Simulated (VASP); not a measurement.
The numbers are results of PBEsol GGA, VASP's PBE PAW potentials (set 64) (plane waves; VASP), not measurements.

VASP input:

POSCAR:
```
V(110) slab
1
    2.5618735017     0.0000000000     0.0000000000
   -0.8539581593     2.4153578277     0.0000000000
    0.0000000000     0.0000000000    25.1033429564
V
5
Direct
  0.5000000000   0.5000000000   0.3384400306
  0.0000000000   0.0000000000   0.4168350294
  0.5000000000   0.5000000000   0.5000000000
  0.0000000000   0.0000000000   0.5831649706
  0.5000000000   0.5000000000   0.6615599694
```

INCAR:
```
SYSTEM=V(110) slab
PREC=Normal; ENCUT=400; LREAL=.FALSE.
LASPH=.TRUE.
EDIFF=1E-6; NELM=100; NELMIN=4
ALGO=Normal; LMAXMIX=4
ISMEAR=1; SIGMA=0.1
GGA=PS
LWAVE=.FALSE.; LCHARG=.FALSE.; LORBIT=11
LVHAR=.TRUE.
DIPOL=0.5 0.5 0.5
LDIPOL=.TRUE.; IDIPOL=3
```

**KPOINTS**
```
Automatic
0
gamma
 11 11 1
```

POTCAR, in this order: V_sv (PBE.64 set). Program: vasp_std. Read from the step before: WAVECAR.

Output

File OSZICAR:
```
       N       E                     dE             d eps       ncg     rms          rms(c)
DAV:   1    -0.461271258666E+02   -0.46127E+02   -0.22856E-03  3805   0.422E-01    0.216E-01
DAV:   2    -0.461365534493E+02   -0.94276E-02   -0.63506E-02  3797   0.228E+00    0.101E+00
DAV:   3    -0.461267105477E+02    0.98429E-02   -0.41472E-02  3796   0.177E+00    0.126E-01
DAV:   4    -0.461266552417E+02    0.55306E-04   -0.11838E-03  3612   0.296E-01    0.223E-02
DAV:   5    -0.461266608340E+02   -0.55922E-05   -0.65862E-05  3579   0.644E-02    0.583E-03
DAV:   6    -0.461266619158E+02   -0.10818E-05   -0.38384E-06  2972   0.101E-02    0.469E-03
DAV:   7    -0.461266619519E+02   -0.36163E-07   -0.39114E-07  1972   0.726E-03
   1 F= -.46126662E+02 E0= -.46126378E+02  d E =-.852689E-03
```

OUTCAR:
```
------------------------ aborting loop because EDIFF is reached ----------------------------------------
  FORCE on cell =-STRESS in cart. coord.  units (eV):
  Direction    XX          YY          ZZ          XY          YZ          ZX
  --------------------------------------------------------------------------------------
  Total       -1.7706506     -1.3964201     -0.6451289      0.5292424      0.0000000      0.0000000
  in kB      -18.2630256    -14.4030991     -6.6540542      5.4587665      0.0000000      0.0000000
  external PRESSURE =     -13.1067263 kB  Pullay stress =       0.0000000 kB
  volume of cell :      155.34
      direct lattice vectors                 reciprocal lattice vectors
     2.561873502  0.000000000  0.000000000     0.390339335  0.138005829  0.000000000
    -0.853958159  2.415357828  0.000000000     0.000000000  0.414017330  0.000000000
     0.000000000  0.000000000 25.103342956     0.000000000  0.000000000  0.039835332
 POSITION                                       TOTAL-FORCE (eV/Angst)
 -----------------------------------------------------------------------------------
      0.85396      1.20768      8.49598        -0.000000     -0.000000     -0.015715
      0.00000      0.00000     10.46395        -0.000000     -0.000000      0.026694
      0.85396      1.20768     12.55167        -0.000000      0.000000      0.000000
      0.00000      0.00000     14.63939        -0.000000      0.000000     -0.026694
      0.85396      1.20768     16.60737         0.000000      0.000000      0.015715
 -----------------------------------------------------------------------------------
    total drift:                                0.000000     -0.000000      0.000000
  FREE ENERGIE OF THE ION-ELECTRON SYSTEM (eV)
  ---------------------------------------------------
  free  energy   TOTEN  =       -46.1266619519 eV

  energy  without entropy=      -46.1258092627  energy(sigma->0) =      -46.12637772

 total charge

# of ion       s       p       d       tot
------------------------------------------
    1        2.355   6.154   3.171  11.680
    2        2.364   6.254   3.163  11.782
    3        2.354   6.252   3.111  11.718
    4        2.364   6.254   3.163  11.782
    5        2.355   6.154   3.171  11.680
--------------------------------------------------
tot         11.793  31.069  15.780  58.642
```
(Selected blocks of OUTCAR.)

The cell is a thin slab with vacuum, built from V (bcc): (110) face. The run is not spin-polarised, so no magnetic state was tried.
